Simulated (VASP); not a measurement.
Given:

```yaml
crystal:
  lattice:
    - [0.00000, 2.71633, 2.71633]
    - [2.71633, 0.00000, 2.71633]
    - [2.71633, 2.71633, 0.00000]
  atoms:
    - { symbol: Ga, position: [0.00000, 0.00000, 0.00000] }
    - { symbol: P, position: [0.25000, 0.25000, 0.25000] }
```

Level of theory: PBE GGA with D4 dispersion, VASP's PBE PAW potentials (set 64) (plane waves; VASP). Settings: 520 eV cut-off, Gaussian smearing of 0.050 eV, potentials Ga_d P.

### Question
Give the energies of bands 7 to 12 at the high-symmetry points, in eV from the valence-band maximum.

### Answer

| band | Γ | X | U | L | W |
|---|---|---|---|---|---|
| 7 | 0.00 | -6.80 | -6.59 | -6.69 | -6.59 |
| 8 | 0.00 | -2.72 | -3.99 | -1.13 | -3.62 |
| 9 | 0.00 | -2.72 | -2.28 | -1.13 | -3.47 |
| 10 | 1.91 | 1.64 | 2.18 | 1.70 | 4.71 |
| 11 | 3.89 | 1.81 | 4.82 | 4.72 | 4.91 |
| 12 | 3.89 | 10.67 | 8.29 | 4.72 | 6.14 |

The gap is indirect, 1.57 eV, from the valence maximum at Γ to the conduction minimum at Γ-X at 0.86.

Measured: gap 2.43 eV (computed value off by -0.86 eV), as given by Wei Chen et al., Physical Review Materials (2018), doi:10.1103/physrevmaterials.2.073803 [zero-point renormalisation of 0.08 eV added back (the table's ZPR column)].

The compound is GaP in the zinc blende structure. It was relaxed first.
